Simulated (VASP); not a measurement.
# K4As (P4/mmm) in VASP: reference runs

Reference runs on K4As: the cell as given and a disturbed copy.

Program: VASP 6.6.1. These are calculated values, not measurements. Logs are shortened: lines on timing, memory, paths and dates and some standing lists are left out, and cuts for length are marked.

## (1) The structure

Symmetry: P4/mmm, No. 123, tetragonal system. The conventional cell has a = 5.722 Å, b = 5.722 Å, c = 8.380 Å, α = 90.00°, β = 90.00°, γ = 90.00°. Around K (site symmetry 2mm) lie 2 As at 3.39 Å and 1 K at 3.65 Å. As (site symmetry 4/mmm) has 8 K at 3.39 Å as nearest neighbours.

The cell was built by a generator and needn't be a form met in nature.

## (2) Single point, PBE

INCAR

```
PREC = Accurate
ENCUT = 520
EDIFF = 1E-7
ISMEAR = -1
SIGMA = 0.05
LREAL = False
LASPH = True
NELM = 60
ALGO = Normal
ISIF = 2
LWAVE = False
LCHARG = False
GGA = PE
NBANDS = 28
```

KPOINTS

```
Automatic mesh
0
Gamma
  5 5 3
```

POSCAR

```
K4As
1.0
    5.7215500000      0.0000000000      0.0000000000
    0.0000000000      5.7215500000      0.0000000000
    0.0000000000      0.0000000000      8.3796200000
K As
4 1
Direct
    0.5000000000      0.0000000000      0.2180100000
    0.0000000000      0.5000000000      0.7819900000
    0.5000000000      0.0000000000      0.7819900000
    0.0000000000      0.5000000000      0.2180100000
    0.0000000000      0.0000000000      0.0000000000
```

Potentials or basis: VASP PAW PBE potentials, release 64 (K_sv, As).

Started as:

```sh
cat potpaw_PBE.64/K_sv/POTCAR potpaw_PBE.64/As/POTCAR > POTCAR
mpirun -np 1 vasp_std > vasp.out
```

OUTCAR:

```text
PREC = Accurate
   ENCUT = 520
   EDIFF = 1E-7
   ISMEAR = -1
   LREAL = False
   LASPH = True
   NELM = 60
   ISIF = 2
   GGA = PE

 ion  position               nearest neighbor table
   1  0.500  0.000  0.218-   3 3.65
   2  0.000  0.500  0.782-   4 3.65
   3  0.500  0.000  0.782-   1 3.65
   4  0.000  0.500  0.218-   2 3.65
   5  0.000  0.000  0.000-

  LATTYP: Found a simple tetragonal cell.
 ALAT       =     5.7215500000
 C/A-ratio  =     1.4645716633

  Lattice vectors:

 A1 = (   5.7215500000,   0.0000000000,   0.0000000000)
 A2 = (   0.0000000000,   5.7215500000,   0.0000000000)
 A3 = (   0.0000000000,   0.0000000000,   8.3796200000)

Analysis of symmetry for initial positions (statically):
=====================================================================
 Subroutine PRICEL returns:
 Original cell was already a primitive cell.

 Routine SETGRP: Setting up the symmetry group for a
 simple tetragonal supercell.

 Subroutine GETGRP returns: Found 16 space group operations
 (whereof 16 operations were pure point group operations)
 out of a pool of 16 trial point group operations.

The static configuration has the point symmetry D_4h.

Analysis of symmetry for dynamics (positions and initial velocities):
=====================================================================
 Subroutine PRICEL returns:
 Original cell was already a primitive cell.

 Routine SETGRP: Setting up the symmetry group for a
 simple tetragonal supercell.

 Subroutine GETGRP returns: Found 16 space group operations
 (whereof 16 operations were pure point group operations)
 out of a pool of 16 trial point group operations.

The dynamic configuration has the point symmetry D_4h.

 Subroutine INISYM returns: Found 16 space group operations
 (whereof 16 operations are pure point group operations),
 and found     1 'primitive' translations

----------------------------------------------------------------------------------------

                                     Primitive cell

  volume of cell :     274.3164

  direct lattice vectors                    reciprocal lattice vectors
     5.721550000  0.000000000  0.000000000     0.174777814  0.000000000  0.000000000
     0.000000000  5.721550000  0.000000000     0.000000000  0.174777814  0.000000000
     0.000000000  0.000000000  8.379620000     0.000000000  0.000000000  0.119337154

  length of vectors
     5.721550000  5.721550000  8.379620000     0.174777814  0.174777814  0.119337154

  position of ions in fractional coordinates (direct lattice)
     0.500000000  0.000000000  0.218010000
     0.000000000  0.500000000  0.781990000
     0.500000000  0.000000000  0.781990000
     0.000000000  0.500000000  0.218010000
     0.000000000  0.000000000  0.000000000

  ion indices of the primitive-cell ions
   primitive index   ion index
                 1           1
                 2           2
                 3           3
                 4           4
                 5           5

----------------------------------------------------------------------------------------

 KPOINTS: Automatic mesh

Automatic generation of k-mesh.
 Grid dimensions read from file:
 generate k-points for:    5    5    3

 Generating k-lattice:

  Cartesian coordinates                     Fractional coordinates (reciprocal lattice)
     0.034955563  0.000000000  0.000000000     0.200000000  0.000000000  0.000000000
     0.000000000  0.034955563  0.000000000     0.000000000  0.200000000  0.000000000
     0.000000000  0.000000000  0.039779051     0.000000000  0.000000000  0.333333333

  Length of vectors
     0.034955563  0.034955563  0.039779051

  Shift w.r.t. Gamma in fractional coordinates (k-lattice)
     0.000000000  0.000000000  0.000000000

 Subroutine IBZKPT returns following result:
 ===========================================

 Found     12 irreducible k-points:

 Following reciprocal coordinates:
            Coordinates               Weight
  0.000000  0.000000  0.000000      1.000000
  0.200000  0.000000  0.000000      4.000000
  0.400000  0.000000  0.000000      4.000000
  0.200000  0.200000  0.000000      4.000000
  0.400000  0.200000  0.000000      8.000000
  0.400000  0.400000  0.000000      4.000000
  0.000000  0.000000  0.333333      2.000000
  0.200000  0.000000  0.333333      8.000000
  0.400000  0.000000  0.333333      8.000000
  0.200000  0.200000  0.333333      8.000000
  0.400000  0.200000  0.333333     16.000000
  0.400000  0.400000  0.333333      8.000000
   k-points           NKPTS =     12   k-points in BZ     NKDIM =     12   number of bands    NBANDS=     28
   number of dos      NEDOS =    301   number of ions     NIONS =      5
   total plane-waves  NPLWV = 147456
   dimension x,y,z NGX =    48 NGY =   48 NGZ =   64
   dimension x,y,z NGXF=    96 NGYF=   96 NGZF=  128
   ions per type =               4   1
   NGX,Y,Z   is equivalent  to a cutoff of  13.95, 13.95, 12.70 a.u.
   NGXF,Y,Z  is equivalent  to a cutoff of  27.89, 27.89, 25.39 a.u.
 SYSTEM =  unknown system
   PREC   = accura    normal or accurate (medium, high low for compatibility)
   ISTART =      0    job   : 0-new  1-cont  2-samecut
   ICHARG =      2    charge: 1-file 2-atom 10-const
   ISPIN  =      1    spin polarized calculation?
   LNONCOLLINEAR =      F non collinear calculations
   LSORBIT =      F    spin-orbit coupling
   LASPH  =      T    aspherical Exc in radial PAW
   ENCUT  =  520.0 eV  38.22 Ry    6.18 a.u.  10.64 10.64 15.58*2*pi/ulx,y,z
   NELM   =     60;   NELMIN=  2; NELMDL= -5     # of ELM steps
   EDIFF  = 0.1E-06   stopping-criterion for ELM
   LREAL  =      F    real-space projection
   EDIFFG = 0.1E-05   stopping-criterion for IOM
   NSW    =      0    number of steps for IOM
   IBRION =     -1    ionic relax: 0-MD 1-quasi-New 2-CG
   NFREE  =      0    steps in history (QN), initial steepest desc. (CG)
   ISIF   =      2    stress and relaxation
   ISYM   =      2    0-nonsym 1-usesym 2-fastsym
   POTIM  = 0.5000    time-step for ionic-motion
   TEBEG  =    0.0;   TEEND  =   0.0 temperature during run
   PSTRESS=    0.0 pullay stress
   NELECT =      41.0000    total number of electrons
   NUPDOWN=      -1.0000    fix difference up-down
   EMIN   =  10.00;   EMAX   =-10.00  energy-range for DOS
   EFERMI =   0.00;   METHOD = LEGACY
   ISMEAR =    -1;   SIGMA  =   0.05  broadening in eV -4-tet -1-fermi 0-gaus
   EFERMI_NEDOS =   21; number of points for ismear=-14 and -15
   IALGO  =     38    algorithm
   IMIX   =      4    mixing-type and parameters
     AMIX     =   0.40;   BMIX     =  1.00
     AMIX_MAG =   1.60;   BMIX_MAG =  1.00
  volume/ion in A,a.u.               =      54.86       370.24
  Fermi-wavevector in a.u.,A,eV,Ry     =   0.868798  1.641790 10.269816  0.754810
  Thomas-Fermi vector in A             =   1.987528
   LORBIT       =      0    0 simple, 1 ext, 2 COOP (PROOUT), +10 PAW based schemes
   GGA     = PE    functional components
   LHFCALC =     F    Hartree Fock is set to
   AEXX    =    0.0000 exact exchange contribution
   IVDW    =     0    specifies the selected vdW correction
   LEPSILON=     F    determine dielectric tensor
   LRPA    =     F    only Hartree local field effects (RPA)
 non-spin polarized calculation
  energy-cutoff  :      520.00
  volume of cell :      274.32
 maximum number of plane-waves:      7403
 NGX is ok and might be reduce to    48
   NGX = 21   NGY = 21   NGZ = 31

 number of electron      40.9999999 magnetization

 Free energy of the ion-electron system (eV)
  ---------------------------------------------------
  ext. energy  EPLUGINS =         0.00000000
  ---------------------------------------------------
  free energy    TOTEN  =        -9.91820965 eV

  energy without entropy =       -9.89340159  energy(sigma->0) =       -9.90580562

 E-fermi :   0.1864     XC(G=0):  -6.1359

 val. band max:        0.1411890002   @ k =   0.4000   0.0000   0.3333
 cond. band min:       0.2848011686   @ k =   0.4000   0.2000   0.3333
 fundamental gap:      0.1436121684
 Fermi energy:         0.1863907648

 k-point     1 :       0.0000    0.0000    0.0000
  band No.  band energies     occupation
      1     -31.3637      2.00000
      2     -31.3479      2.00000
      3     -31.3445      2.00000
      4     -31.3295      2.00000
      5     -14.9878      2.00000
      6     -14.9624      2.00000
[... 20 lines left out ...]
     27       3.1821      0.00000
     28       3.5391      0.00000

 k-point     2 :       0.2000    0.0000    0.0000
  band No.  band energies     occupation
      1     -31.3618      2.00000
      2     -31.3463      2.00000
      3     -31.3461      2.00000
      4     -31.3312      2.00000
      5     -14.9822      2.00000
      6     -14.9567      2.00000
[... 20 lines left out ...]
     27       3.4462      0.00000
     28       3.7016      0.00000

 k-point     3 :       0.4000    0.0000    0.0000
  band No.  band energies     occupation
      1     -31.3570      2.00000
      2     -31.3511      2.00000
      3     -31.3415      2.00000
      4     -31.3358      2.00000
      5     -14.9682      2.00000
      6     -14.9522      2.00000
[... 20 lines left out ...]
     27       3.5748      0.00000
     28       4.0049      0.00000

 k-point     4 :       0.2000    0.2000    0.0000
  band No.  band energies     occupation
      1     -31.3603      2.00000
      2     -31.3478      2.00000
      3     -31.3447      2.00000
      4     -31.3326      2.00000
      5     -14.9806      2.00000
      6     -14.9774      2.00000
[... 206 lines left out ...]
     27       3.3755      0.00000
     28       3.9669      0.00000

 k-point    11 :       0.4000    0.2000    0.3333
  band No.  band energies     occupation
      1     -31.3560      2.00000
      2     -31.3512      2.00000
      3     -31.3414      2.00000
      4     -31.3367      2.00000
      5     -14.9883      2.00000
      6     -14.9653      2.00000
[... 20 lines left out ...]
     27       3.1615      0.00000
     28       3.7224      0.00000

 k-point    12 :       0.4000    0.4000    0.3333
  band No.  band energies     occupation
      1     -31.3544      2.00000
      2     -31.3526      2.00000
      3     -31.3399      2.00000
      4     -31.3381      2.00000
      5     -15.0166      2.00000
      6     -14.9926      2.00000
[... 20 lines left out ...]
     27       3.5409      0.00000
     28       3.6548      0.00000

------------------------ aborting loop because EDIFF is reached ----------------------------------------

  FORCE on cell =-STRESS in cart. coord.  units (eV):
  Direction    XX          YY          ZZ          XY          YZ          ZX
  --------------------------------------------------------------------------------------
  -------------------------------------------------------------------------------------
  Total        0.0064755      0.0064755      0.0235323      0.0000000      0.0000000      0.0000000
  in kB        0.0378210      0.0378210      0.1374430      0.0000000      0.0000000      0.0000000
  external PRESSURE =       0.0710283 kB  Pullay stress =       0.0000000 kB

 VOLUME and BASIS-vectors are now :
 -----------------------------------------------------------------------------
  energy-cutoff  :      520.00
  volume of cell :      274.32
      direct lattice vectors                 reciprocal lattice vectors
     5.721550000  0.000000000  0.000000000     0.174777814  0.000000000  0.000000000
     0.000000000  5.721550000  0.000000000     0.000000000  0.174777814  0.000000000
     0.000000000  0.000000000  8.379620000     0.000000000  0.000000000  0.119337154

 POSITION                                       TOTAL-FORCE (eV/Angst)
 -----------------------------------------------------------------------------------
      2.86077      0.00000      1.82684         0.000000     -0.000000      0.008761
      0.00000      2.86077      6.55278         0.000000     -0.000000     -0.008761
      2.86077      0.00000      6.55278         0.000000      0.000000     -0.008761
      0.00000      2.86077      1.82684         0.000000     -0.000000      0.008761
      0.00000      0.00000      0.00000         0.000000     -0.000000      0.000000
 -----------------------------------------------------------------------------------
    total drift:                                0.000000      0.000000     -0.000000

  FREE ENERGIE OF THE ION-ELECTRON SYSTEM (eV)
  ---------------------------------------------------
  free  energy   TOTEN  =        -9.9182096459 eV

  energy  without entropy=       -9.8934015901  energy(sigma->0) =       -9.90580562
```

Wall time 78 s (1 thread of Intel Xeon 6975P-C (Granite Rapids), shared host); peak memory 0.41 GiB.

Results:

- Free energy: -9.9182 eV
- Pressure: 0.0 GPa
- Largest force: 0.009 eV/Å
- Band gap on the k mesh: none (metal or under the smearing width)

Forces in eV/Å, atoms in the order of the input:
```
K    0.000  0.000  0.009
K    0.000  0.000 -0.009
K    0.000  0.000 -0.009
K    0.000  0.000  0.009
As   0.000  0.000  0.000
```

## (3) Single point, PBE (atoms moved at random, drawn with an rms of 0.05 Å)

INCAR

```
PREC = Accurate
ENCUT = 520
EDIFF = 1E-7
ISMEAR = -1
SIGMA = 0.05
LREAL = F
LASPH = T
NELM = 60
ALGO = Normal
ISIF = 2
LWAVE = F
LCHARG = F
GGA = PE
NBANDS = 28
```

KPOINTS

```
regular mesh
0
Gamma
  5 5 3
```

POSCAR

```
K4As
1.0
    5.7215500000      0.0000000000      0.0000000000
    0.0000000000      5.7215500000      0.0000000000
    0.0000000000      0.0000000000      8.3796200000
K As
4 1
Direct
    0.5050300000      0.0056710000      0.2150400000
   -0.0086220000      0.4996720000      0.7824680000
    0.4977680000      0.0007280000      0.7775960000
   -0.0025160000      0.5079830000      0.2140820000
    0.0038700000     -0.0044750000     -0.0041280000
```

Potentials or basis: VASP PAW PBE potentials, release 64 (K_sv, As).

Started as:

```sh
cat potpaw_PBE.64/K_sv/POTCAR potpaw_PBE.64/As/POTCAR > POTCAR
mpirun -np 1 vasp_std > vasp.out
```

Wall time 4.1 min (1 thread of Intel Xeon 6975P-C (Granite Rapids), shared host); peak memory 0.52 GiB.

The run converged. Its results:

| Property | Result |
| --- | --- |
| Free energy | -9.9126 eV |
| Pressure | 0.0 GPa |
| Largest force | 0.108 eV/Å |
| Band gap on the k mesh | none (metal or under the smearing width) |

Forces in eV/Å, atoms in the order of the input:
```
K   -0.028  0.001 -0.002
K    0.028 -0.022 -0.050
K    0.006 -0.010 -0.009
K    0.034 -0.066  0.038
As  -0.040  0.098  0.022
```

Levels at points of the mesh, in eV from the Fermi level:
```tsv
k point	band 19	band 20	band 21	band 22	band 23	band 24
(0.00, 0.00, 0.00)	-1.25	-0.62	-0.62	1.00	1.45	2.85
```
